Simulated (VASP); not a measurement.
AlN (zinc blende), at 0.96 of the tabulated volume:

```yaml
crystal:
  lattice:
    - [0.00000, 2.16040, 2.16040]
    - [2.16040, 0.00000, 2.16040]
    - [2.16040, 2.16040, 0.00000]
  atoms:
    - { symbol: Al, position: [0.00000, 0.00000, 0.00000] }
    - { symbol: N, position: [0.25000, 0.25000, 0.25000] }
```

The lowest empty band near X, direction along the valley's axis, from mBJ (TB09) with spin-orbit coupling in VASP (PAW); its two spin partners are averaged. The gap over the points computed is 4.85 eV, and the next band on that side lies 5.18 eV away at the edge.

Run with 520 eV cut-off, 12×12×12 Γ-centred mesh, Gaussian smearing of 0.050 eV, potentials Al N.

```tsv
distance from the edge in k (1/Å)	distance in energy (meV)
0.025	4.4
0.035	8.5
0.050	17.3
0.070	34.0
```

Task: Fit E(1 + αE) = ħ²k²/2m* (ħ²/2m0 = 3.810 eV Å²) and predict the row at 0.095 1/Å.

Result: The rows don't resolve α, so a parabola serves: the electron mass is m* = 0.549 m0, and so 62.6 meV. The run gave 62.4 meV, -0.2 meV from the fit.

Left out are points under 3 meV from the edge, since the levels carry 0.1 meV, and points farther than half the way to the next band.

The compound is AlN in the zinc blende structure, a metastable form; wurtzite is the usual one. The cell was not relaxed at this level.
